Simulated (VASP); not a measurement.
# A VASP study of Ba2CoS3 (PBEsol + U): structure first, properties next, part 2 of 7

What structure does Ba2CoS3 take at this level, and what are its properties? The start is a computed cell from the Materials Project.

VASP 6.6.1; PBEsol, DFT+U (Co d 3 eV), spin-polarised from a ferromagnetic start; plane waves and PAW (Ba_sv, Co, S).

So far: Set-up; Relaxing cell and atoms (PBEsol + U).

## (2) Relaxing cell and atoms (PBEsol + U) (continued)

From OUTCAR (step 2):

```text
ion  position               nearest neighbor table
   1  0.011  0.250  0.826-  22 3.17  22 3.17  24 3.19  24 3.19  13 3.20  15 3.22  21 3.23  10 3.88
                            10 3.88   9 3.88   9 3.88
   2  0.489  0.750  0.326-  23 3.17  23 3.17  17 3.19  17 3.19  16 3.20  14 3.22  20 3.23  11 3.88
                            11 3.88  12 3.88  12 3.88
   3  0.511  0.250  0.674-  20 3.17  20 3.17  18 3.19  18 3.19  15 3.20  13 3.22  23 3.23   9 3.88
                             9 3.88  10 3.88  10 3.88
   4  0.989  0.750  0.174-  21 3.17  21 3.17  19 3.19  19 3.19  14 3.20  16 3.22  22 3.23  12 3.88
                            12 3.88  11 3.88  11 3.88
   5  0.173  0.250  0.478-  24 3.20  24 3.20  19 3.24  20 3.25  20 3.25  14 3.31  14 3.31   9 3.56
                             9 3.56  12 3.63   6 4.74   6 4.74
   6  0.827  0.750  0.522-  19 3.20  19 3.20  24 3.24  23 3.25  23 3.25  13 3.31  13 3.31  11 3.56
                            11 3.56  10 3.63   5 4.74   5 4.74
   7  0.673  0.250  0.022-  18 3.20  18 3.20  17 3.24  22 3.25  22 3.25  16 3.31  16 3.31  10 3.56
                            10 3.56  11 3.63   8 4.74   8 4.74
   8  0.327  0.750  0.978-  17 3.20  17 3.20  18 3.24  21 3.25  21 3.25  15 3.31  15 3.31  12 3.56
                            12 3.56   9 3.63   7 4.74   7 4.74
   9  0.245  0.750  0.697-  20 2.27  24 2.30  15 2.37  15 2.37   5 3.56   5 3.56   8 3.63   3 3.88
                             3 3.88   1 3.88   1 3.88
  10  0.745  0.750  0.803-  22 2.27  18 2.30  13 2.37  13 2.37   7 3.56   7 3.56   6 3.63   1 3.88
                             1 3.88   3 3.88   3 3.88
  11  0.755  0.250  0.303-  23 2.27  19 2.30  16 2.37  16 2.37   6 3.56   6 3.56   7 3.63   2 3.88
                             2 3.88   4 3.88   4 3.88
  12  0.255  0.250  0.197-  21 2.27  17 2.30  14 2.37  14 2.37   8 3.56   8 3.56   5 3.63   4 3.88
                             4 3.88   2 3.88   2 3.88
  13  0.772  0.250  0.720-  10 2.37  10 2.37   1 3.20   3 3.22   6 3.31   6 3.31
  14  0.228  0.750  0.280-  12 2.37  12 2.37   4 3.20   2 3.22   5 3.31   5 3.31
  15  0.272  0.250  0.780-   9 2.37   9 2.37   3 3.20   1 3.22   8 3.31   8 3.31
  16  0.728  0.750  0.220-  11 2.37  11 2.37   2 3.20   4 3.22   7 3.31   7 3.31
  17  0.435  0.250  0.140-  12 2.30   2 3.19   2 3.19   8 3.20   8 3.20   7 3.24
  18  0.565  0.750  0.860-  10 2.30   3 3.19   3 3.19   7 3.20   7 3.20   8 3.24
  19  0.935  0.250  0.360-  11 2.30   4 3.19   4 3.19   6 3.20   6 3.20   5 3.24
  20  0.361  0.750  0.554-   9 2.27   3 3.17   3 3.17   2 3.23   5 3.25   5 3.25
  21  0.139  0.250  0.054-  12 2.27   4 3.17   4 3.17   1 3.23   8 3.25   8 3.25
  22  0.861  0.750  0.946-  10 2.27   1 3.17   1 3.17   4 3.23   7 3.25   7 3.25
  23  0.639  0.250  0.446-  11 2.27   2 3.17   2 3.17   3 3.23   6 3.25   6 3.25
  24  0.065  0.750  0.640-   9 2.30   1 3.19   1 3.19   5 3.20   5 3.20   6 3.24

  LATTYP: Found a simple orthorhombic cell.
 ALAT       =     4.2127040000
 B/A-ratio  =     2.8874117431
 C/A-ratio  =     2.9507971602

 Subroutine GETGRP returns: Found  8 space group operations
 (whereof  2 operations were pure point group operations)

The static configuration has the point symmetry S_2 .
 The point group associated with its full space group is D_2h.

 Found     16 irreducible k-points:

   k-points           NKPTS =     16   k-points in BZ     NKDIM =     16   number of bands    NBANDS=    135

   dimension x,y,z NGX =    80 NGY =   28 NGZ =   84
   dimension x,y,z NGXF=   160 NGYF=   56 NGZF=  168

   ENCUT  =  400.0 eV  29.40 Ry    5.42 a.u.  19.84  6.87 20.27*2*pi/ulx,y,z

   NELECT =     188.0000    total number of electrons

 k-points in reciprocal lattice and weights: Automatic mesh
   0.00000000  0.00000000  0.00000000       0.019
   0.33333333  0.00000000  0.00000000       0.037
   0.00000000  0.16666667  0.00000000       0.037
   0.33333333  0.16666667  0.00000000       0.074
   0.00000000  0.33333333  0.00000000       0.037
   0.33333333  0.33333333  0.00000000       0.074
   0.00000000  0.50000000  0.00000000       0.019
   0.33333333  0.50000000  0.00000000       0.037
   0.00000000  0.00000000  0.33333333       0.037
[...]
0.00000000  0.50000000  0.33333333       0.037
   0.33333333  0.50000000  0.33333333       0.074

atom =   9  type =  2  l = 2

 onsite density matrix

spin component  1

  0.9512  0.0013 -0.0000  0.0000  0.0000
  0.0013  0.9571  0.0000  0.0000  0.0000
 -0.0000  0.0000  0.9484 -0.0056 -0.0020
  0.0000  0.0000 -0.0056  0.9545 -0.0007
  0.0000  0.0000 -0.0020 -0.0007  0.9615

spin component  2

  0.8672 -0.2169  0.0000 -0.0000 -0.0000
 -0.2169  0.1882 -0.0000  0.0000 -0.0000
  0.0000 -0.0000  0.7495  0.2942  0.0660
 -0.0000  0.0000  0.2942  0.3859  0.0320
 -0.0000 -0.0000  0.0660  0.0320  0.2218

 occupancies and eigenvectors

  o =  0.1248  v =  0.0000  0.0000  0.0000  0.0000  0.0000  0.2804  0.9599 -0.0000  0.0000  0.0000      0.0000  0.0000  0.0000  0.0000  0.0000  0.0000  0.0000  0.0000  0.0000  0.0000
  o =  0.2123  v =  0.0000  0.0000  0.0000  0.0000  0.0000  0.0000 -0.0000 -0.2774  0.3020  0.9120      0.0000  0.0000  0.0000  0.0000  0.0000  0.0000  0.0000  0.0000  0.0000  0.0000
  o =  0.2236  v =  0.0000  0.0000  0.0000  0.0000  0.0000  0.0000  0.0000 -0.4098  0.8214 -0.3966      0.0000  0.0000  0.0000  0.0000  0.0000  0.0000  0.0000  0.0000  0.0000  0.0000
  o =  0.9212  v =  0.0000  0.0000  0.0000  0.0000  0.0000  0.0000  0.0000  0.8690  0.4838  0.1041      0.0000  0.0000  0.0000  0.0000  0.0000  0.0000  0.0000  0.0000  0.0000  0.0000
  o =  0.9305  v =  0.0000  0.0000  0.0000  0.0000  0.0000 -0.9599  0.2804 -0.0000  0.0000  0.0000      0.0000  0.0000  0.0000  0.0000  0.0000  0.0000  0.0000  0.0000  0.0000  0.0000
  o =  0.9448  v =  0.0000  0.0000  0.8542  0.5050  0.1236  0.0000  0.0000  0.0000  0.0000  0.0000      0.0000  0.0000  0.0000  0.0000  0.0000  0.0000  0.0000  0.0000  0.0000  0.0000
  o =  0.9509  v = -0.9801  0.1986 -0.0000  0.0000  0.0000  0.0000  0.0000  0.0000  0.0000  0.0000      0.0000  0.0000  0.0000  0.0000  0.0000  0.0000  0.0000  0.0000  0.0000  0.0000
  o =  0.9574  v = -0.1986 -0.9801  0.0000 -0.0000 -0.0000  0.0000  0.0000  0.0000  0.0000  0.0000      0.0000  0.0000  0.0000  0.0000  0.0000  0.0000  0.0000  0.0000  0.0000  0.0000
  o =  0.9578  v =  0.0000 -0.0000 -0.4942  0.8625 -0.1085  0.0000  0.0000  0.0000  0.0000  0.0000      0.0000  0.0000  0.0000  0.0000  0.0000  0.0000  0.0000  0.0000  0.0000  0.0000
  o =  0.9618  v =  0.0000  0.0000  0.1614 -0.0316 -0.9864  0.0000  0.0000  0.0000  0.0000  0.0000      0.0000  0.0000  0.0000  0.0000  0.0000  0.0000  0.0000  0.0000  0.0000  0.0000

atom =  10  type =  2  l = 2

[...]
103       5.4849      0.00000
    104       5.5775      0.00000
    105       6.0185      0.00000
    ...

 k-point     2 :       0.3333    0.0000    0.0000
  band No.  band energies     occupation
    ...
     96       2.6923      1.00000
     97       2.7123      1.00000
     98       2.8040      1.00000
     99       2.8954      1.00000
    100       3.0594      1.00000
    101       4.8412      0.00000
    102       5.2147      0.00000
    103       5.5486      0.00000
    104       5.6046      0.00000
    105       6.0247      0.00000
    ...

 k-point     3 :       0.0000    0.1667    0.0000
  band No.  band energies     occupation
    ...
     96       2.5708      1.00000
     97       2.5963      1.00000
     98       2.6887      1.00000
     99       2.9362      1.00000
    100       3.0115      1.00000
    101       5.3013      0.00000
    102       6.0066      0.00000
    103       6.1413      0.00000
    104       6.1503      0.00000
    105       6.4347      0.00000
    ...

 k-point     4 :       0.3333    0.1667    0.0000
  band No.  band energies     occupation
    ...
     96       2.6237      1.00000
     97       2.6908      1.00000
     98       2.6927      1.00000
     99       2.8699      1.00000
    100       2.9454      1.00000
    101       5.4381      0.00000
    102       5.8047      0.00000
    103       6.0729      0.00000
    104       6.1701      0.00000
    105       6.3893      0.00000
    ...

 k-point     5 :       0.0000    0.3333    0.0000
  band No.  band energies     occupation
    ...
     96       2.4569      1.00000
     97       2.4643      1.00000
     98       2.5146      1.00000
     99       2.6798      1.00000
    100       2.7337      1.00000
    101       5.7693      0.00000
    102       6.1050      0.00000
    103       6.2884      0.00000
    104       6.5222      0.00000
    105       6.5594      0.00000
    ...

 k-point     6 :       0.3333    0.3333    0.0000
  band No.  band energies     occupation
    ...
     96       2.3950      1.00000
     97       2.4334      1.00000
     98       2.5652      1.00000
     99       2.6296      1.00000
    100       2.6981      1.00000
    101       5.8109      0.00000
    102       6.0357      0.00000
    103       6.1393      0.00000
    104       6.2116      0.00000
    105       6.7792      0.00000
    ...

  Total       -0.1111522     -0.0681176     -0.0290729      0.0000000      0.0000000      0.0000000
  in kB       -0.2877960     -0.1763704     -0.0752756      0.0000000      0.0000000      0.0000000
  external PRESSURE =      -0.1798140 kB  Pullay stress =       0.0000000 kB

  energy-cutoff  :      400.00
  volume of cell :      618.79
      direct lattice vectors                 reciprocal lattice vectors
    11.955390772  0.000000000  0.000000000     0.083644276 -0.000000000  0.000000000
     0.000000000  4.187266487  0.000000000    -0.000000000  0.238819288  0.000000000
     0.000000000  0.000000000 12.360888589     0.000000000  0.000000000  0.080900333

 POSITION                                       TOTAL-FORCE (eV/Angst)
 -----------------------------------------------------------------------------------
      0.13728      1.04682     10.21537         0.001840      0.000000      0.000330
      5.84042      3.14045      4.03493        -0.001840     -0.000000      0.000330
      6.11497      1.04682      8.32596         0.001840      0.000000     -0.000330
     11.81812      3.14045      2.14552        -0.001840     -0.000000     -0.000330
      2.06381      1.04682      5.90923         0.001684      0.000000      0.004791
      9.89158      3.14045      6.45166        -0.001684     -0.000000     -0.004791
      8.04151      1.04682      0.27121         0.001684      0.000000     -0.004791
      3.91388      3.14045     12.08968        -0.001684     -0.000000      0.004791
      2.92749      3.14045      8.62526         0.004326      0.000000     -0.004123
      8.90519      3.14045      9.91607         0.004326      0.000000      0.004123
      9.02790      1.04682      3.73563        -0.004326     -0.000000      0.004123
      3.05020      1.04682      2.44482        -0.004326     -0.000000     -0.004123
      9.25755      1.04682      8.82387        -0.000878     -0.000000      0.000819
      2.69784      3.14045      3.53702         0.000878      0.000000     -0.000819
      3.27985      1.04682      9.71746        -0.000878     -0.000000     -0.000819
      8.67554      3.14045      2.64343         0.000878      0.000000      0.000819
      5.22691      1.04682      1.73431         0.007524      0.000000      0.002706
      6.72848      3.14045     10.62658        -0.007524     -0.000000     -0.002706
     11.20461      1.04682      4.44613         0.007524      0.000000     -0.002706
      4.32831      3.14045      6.84358         0.000423      0.000000     -0.004033
      1.64938      1.04682      0.66313        -0.000423     -0.000000     -0.004033
     10.30601      3.14045     11.69775         0.000423      0.000000      0.004033
      7.62708      1.04682      5.51731        -0.000423     -0.000000      0.004033
      0.75078      3.14045      7.91476        -0.007524     -0.000000      0.002706
 -----------------------------------------------------------------------------------
    total drift:                                0.000000      0.000000     -0.000000

  FREE ENERGIE OF THE ION-ELECTRON SYSTEM (eV)
  ---------------------------------------------------
  free  energy   TOTEN  =      -129.3308477807 eV

  energy  without entropy=     -129.3308477807  energy(sigma->0) =     -129.33084778

 reached required accuracy - stopping structural energy minimisation

 total charge
# of ion       s       p       d       tot
------------------------------------------
    1        2.006   5.601   0.314   7.921
    2        2.006   5.601   0.314   7.921
    3        2.006   5.601   0.314   7.921
    4        2.006   5.601   0.314   7.921
    5        2.003   5.599   0.299   7.901
    6        2.003   5.599   0.299   7.901
    7        2.003   5.599   0.299   7.901
    8        2.003   5.599   0.299   7.901
    9        0.387   0.421   7.161   7.970
   10        0.387   0.421   7.161   7.970
   11        0.387   0.421   7.161   7.970
   12        0.387   0.421   7.161   7.970
   13        1.313   2.403   0.000   3.716
   14        1.313   2.403   0.000   3.716
   15        1.313   2.403   0.000   3.716
   16        1.313   2.403   0.000   3.716
   17        1.317   2.415   0.000   3.731
   18        1.317   2.415   0.000   3.731
   19        1.317   2.415   0.000   3.731
   20        1.318   2.416   0.000   3.734
   21        1.318   2.416   0.000   3.734
   22        1.318   2.416   0.000   3.734
   23        1.318   2.416   0.000   3.734
   24        1.317   2.415   0.000   3.731
--------------------------------------------------
tot         33.374  75.421  31.098 139.893

 magnetization (x)
# of ion       s       p       d       tot
------------------------------------------
    1        0.001   0.001   0.009   0.011
    2        0.001   0.001   0.009   0.011
    3        0.001   0.001   0.009   0.011
    4        0.001   0.001   0.009   0.011
    5        0.001   0.002   0.014   0.017
    6        0.001   0.002   0.014   0.017
    7        0.001   0.002   0.014   0.017
    8        0.001   0.002   0.014   0.017
    9        0.018   0.044   2.359   2.421
   10        0.018   0.044   2.359   2.421
   11        0.018   0.044   2.359   2.421
   12        0.018   0.044   2.359   2.421
   13        0.008   0.083   0.000   0.091
   14        0.008   0.083   0.000   0.091
   15        0.008   0.083   0.000   0.091
   16        0.008   0.083   0.000   0.091
   17        0.004   0.064   0.000   0.068
   18        0.004   0.064   0.000   0.068
   19        0.004   0.064   0.000   0.068
   20        0.004   0.073   0.000   0.077
   21        0.004   0.073   0.000   0.077
   22        0.004   0.073   0.000   0.077
   23        0.004   0.073   0.000   0.077
   24        0.004   0.064   0.000   0.068
--------------------------------------------------
tot          0.139   1.075   9.528  10.741

[... 6 further parts left out ...]
[key lines of the parts left out:]
E-fermi :   3.4667
```

CONTCAR:

```
Ba2CoS3
   1.00000000000000
    11.9553907722240442    0.0000000000000000    0.0000000000000000
     0.0000000000000000    4.1872664868756502    0.0000000000000000
     0.0000000000000000    0.0000000000000000   12.3608885889673896
  Ba              Co              S
     8     4    12
Direct
     0.0114822881994074    0.2500000000000000    0.8264270942880569
     0.4885177118005926    0.7500000000000000    0.3264270942880569
     0.5114822881994074    0.2500000000000000    0.6735729057119431
     0.9885177118005926    0.7500000000000000    0.1735729057119431
     0.1726261155142036    0.2500000000000000    0.4780588378439312
     0.8273738844857964    0.7500000000000000    0.5219411621560690
     0.6726261155142036    0.2500000000000000    0.0219411621560688
     0.3273738844857965    0.7500000000000000    0.9780588378439310
     0.2448678139423421    0.7500000000000000    0.6977865141611193
     0.7448678139423420    0.7500000000000000    0.8022134858388807
     0.7551321860576580    0.2500000000000000    0.3022134858388807
     0.2551321860576579    0.2500000000000000    0.1977865141611193
     0.7743410930314577    0.2500000000000000    0.7138539657780090
     0.2256589069685423    0.7500000000000000    0.2861460342219912
     0.2743410930314575    0.2500000000000000    0.7861460342219910
     0.7256589069685423    0.7500000000000000    0.2138539657780088
     0.4372014962739912    0.2500000000000000    0.1403063618069165
     0.5627985037260088    0.7500000000000000    0.8596936381930834
     0.9372014962739912    0.2500000000000000    0.3596936381930836
     0.3620383986089310    0.7500000000000000    0.5536477587424712
     0.1379616013910691    0.2500000000000000    0.0536477587424710
     0.8620383986089306    0.7500000000000000    0.9463522412575288
     0.6379616013910694    0.2500000000000000    0.4463522412575290
     0.0627985037260088    0.7500000000000000    0.6403063618069166
```

The magnetic state follows from one typed start and may not be the lowest. The gap is read on the k-mesh alone, so it is an upper bound where the band edges lie off the mesh. Harder data sets than Ba_sv exist (the GW ones), and pressures, volumes and forces can shift noticeably with them. The PAW data sets were made with PBE, which is usual practice but a small mismatch for other functionals. The run keeps the 8 symmetry operations of its start, so it cannot find a distortion of lower symmetry.

Step by step:

| step | energy less that of the first step (eV) | largest force (eV/Å) | pressure (GPa) | volume (Å³) |
| --- | --- | --- | --- | --- |
| 1 | 0.0000 | 0.3267 | -1.23 | 636.99 |
| 2 | -0.0922 | 0.2764 | 0.29 | 618.43 |
| 3 | -0.0923 | 0.2781 | 0.25 | 618.94 |
| 4 | -0.1238 | 0.1736 | 0.15 | 618.47 |
| 5 | -0.1373 | 0.0501 | 0.05 | 617.90 |
| 6 | -0.1398 | 0.0376 | -0.02 | 618.77 |
| 7 | -0.1408 | 0.0243 | -0.11 | 619.81 |
| 8 | -0.1417 | 0.0403 | 0.06 | 618.09 |
| 9 | -0.1417 | 0.0349 | 0.03 | 618.44 |
| 10 | -0.1422 | 0.0222 | 0.01 | 618.47 |
| 11 | -0.1424 | 0.0203 | 0.00 | 618.50 |
| 12 | -0.1423 | 0.0403 | -0.01 | 618.54 |
| 13 | -0.1424 | 0.0257 | 0.00 | 618.51 |
| 14 | -0.1429 | 0.0134 | -0.01 | 618.56 |
| 15 | -0.1431 | 0.0208 | -0.01 | 618.62 |
| 16 | -0.1434 | 0.0157 | 0.03 | 618.36 |
| 17 | -0.1434 | 0.0154 | 0.04 | 618.27 |
| 18 | -0.1435 | 0.0140 | 0.05 | 618.11 |
| 19 | -0.1436 | 0.0110 | 0.03 | 618.42 |
| 20 | -0.1437 | 0.0122 | -0.01 | 618.82 |
| 21 | -0.1438 | 0.0080 | -0.02 | 618.79 |

```csv
"conventional cell, symmetrised",before,after,change
a (Å),12.164,11.955,-1.7 %
b (Å),4.213,4.187,-0.6 %
c (Å),12.431,12.361,-0.6 %
volume (Å³/atom),26.54,25.78,-2.9 %
```

The atoms that moved most (Å, as changes of fractional coordinates times the final cell):

```
atom      dx     dy      dz  length
 S15   0.033  0.000   0.076   0.083
 S13   0.033  0.000  -0.076   0.083
 S14  -0.033  0.000   0.076   0.083
 S16  -0.033  0.000  -0.076   0.083
 S17   0.023  0.000  -0.002   0.023
 S19   0.023  0.000   0.002   0.023
 S18  -0.023  0.000   0.002   0.023
 S24  -0.023  0.000  -0.002   0.023
```

Final coordinates:

```
Ba Co S
1.0
    11.95539    0.00000    0.00000
     0.00000    4.18727    0.00000
     0.00000    0.00000   12.36089
Ba Co S
8 4 12
Direct
  0.01148 0.25000 0.82643
  0.48852 0.75000 0.32643
  0.51148 0.25000 0.67357
  0.98852 0.75000 0.17357
  0.17263 0.25000 0.47806
  0.82737 0.75000 0.52194
  0.67263 0.25000 0.02194
  0.32737 0.75000 0.97806
  0.24487 0.75000 0.69779
  0.74487 0.75000 0.80221
  0.75513 0.25000 0.30221
  0.25513 0.25000 0.19779
  0.77434 0.25000 0.71385
  0.22566 0.75000 0.28615
  0.27434 0.25000 0.78615
  0.72566 0.75000 0.21385
  0.43720 0.25000 0.14031
  0.56280 0.75000 0.85969
  0.93720 0.25000 0.35969
  0.36204 0.75000 0.55365
  0.13796 0.25000 0.05365
  0.86204 0.75000 0.94635
  0.63796 0.25000 0.44635
  0.06280 0.75000 0.64031
```

This step gave:

| Property | Result |
| --- | --- |
| electrons | 188 |
| bands | 135 |
| irreducible k-points | 16 |
| symmetry operations | 8 |
| free energy (TOTEN) | -129.3308 eV |
| Fermi energy | 3.467 eV |
| pressure | -0.01798 GPa |
| moment of the cell, from the last line of the log | 12 μB |
| metallic | no |
| valence top at k | 0, 0, 0 |
| conduction bottom at k | 0, 0.5, 0 |
| least direct gap at k | 0, 0.5, 0.3333 |
| SCF cycles over all ionic steps | 216 |
| gap on the k-mesh | 0.5860 eV |
| least direct gap on the k-mesh | 0.8375 eV |

Spin moment in the PAW sphere by atom:

```csv
atom,spin moment in the PAW sphere (μB)
Ba1,0.01
Ba2,0.01
Ba3,0.01
Ba4,0.01
Ba5,0.02
Ba6,0.02
Ba7,0.02
Ba8,0.02
Co9,2.42
Co10,2.42
Co11,2.42
Co12,2.42
S13,0.09
S14,0.09
S15,0.09
S16,0.09
S17,0.07
S18,0.07
S19,0.07
S20,0.08
S21,0.08
S22,0.08
S23,0.08
S24,0.07
```

It ends with a largest force of 0.008 eV/Å and a pressure of -0.02 GPa.

[end of part 2 of 7]

[Lines on the potential files, build, host, timing and source positions are cut from VASP's logs without a mark.]

[Logs are printed without paths, hosts, clocks, repeated set-up lines and the standing remarks that a program may print on its own settings, such as how far it seeks lower states.]

[Hosts, paths, dates, database ids (printed as entryN), source tags and the programs' standing remarks are cut or masked in the printed files.]

[A measured line is paired with the nearest computed mode of its activity, which favours agreement.]

[In band tables of VASP the shares of atoms and orbitals are scaled to a sum of 1 inside the atoms' spheres.]
